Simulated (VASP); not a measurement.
Here is the system:

```yaml
crystal:
  lattice:
    - [4.27684, 0.00000, 0.00000]
    - [-2.13842, 3.70385, 0.00000]
    - [0.00000, 0.00000, 9.14181]
  atoms:
    - { symbol: Y, position: [0.33333, 0.66667, 0.02692] }
    - { symbol: Y, position: [0.66667, 0.33333, 0.52692] }
    - { symbol: Te, position: [0.33333, 0.66667, 0.34808] }
    - { symbol: Te, position: [0.66667, 0.33333, 0.84808] }
```

The numbers are results of PBEsol GGA, VASP's PBE PAW potentials (set 64) (plane waves; VASP), not measurements. Settings: 400 eV cut-off, 9×9×4 Γ-centred mesh, tetrahedra with Blöchl corrections, potentials Y_sv Te.

The cores are frozen, which limits the accuracy of field gradients.

Give the principal components of the electric field gradient (V/Å²) and the asymmetry η at each nucleus.

| atom | Vxx | Vyy | Vzz | η |
|---|---|---|---|---|
| Y1 | 11.6 | 11.6 | -23.1 | 0.00 |
| Y2 | 11.6 | 11.6 | -23.1 | 0.00 |
| Te3 | -9.6 | -9.6 | 19.2 | 0.00 |
| Te4 | -9.6 | -9.6 | 19.2 | 0.00 |

The structure was generated: YTe was put into the wurtzite type (P6_3mc), which need not be its known phase. It was relaxed first, which changed the volume by -33 %.
